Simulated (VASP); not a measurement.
```yaml
crystal:
  lattice:
    - [1.18084, 0.68176, 2.60697]
    - [-1.18084, 0.68176, 2.60697]
    - [0.00000, -1.36352, 2.60697]
  atoms:
    - { symbol: B, position: [0.25005, 0.25005, 0.25005] }
    - { symbol: B, position: [0.74995, 0.74995, 0.74995] }
```

Calculation: PBEsol GGA, VASP's PBE PAW potentials (set 64) (plane waves; VASP 6.6.1). Run with 520 eV cut-off, Gaussian smearing of 0.050 eV, potentials B.

**Question.** Estimate the band gap (along the path) with the smallest direct gap where there is one.

**Answer.** 
```json
{
 "band gap (along the path)": "none (metal, semimetal or under 0.01 eV)"
}
```

Only differences to runs with the same potentials and settings are physical.

The structure was generated: B was put into the A7 type (R-3m), which need not be its known phase. It was relaxed first.
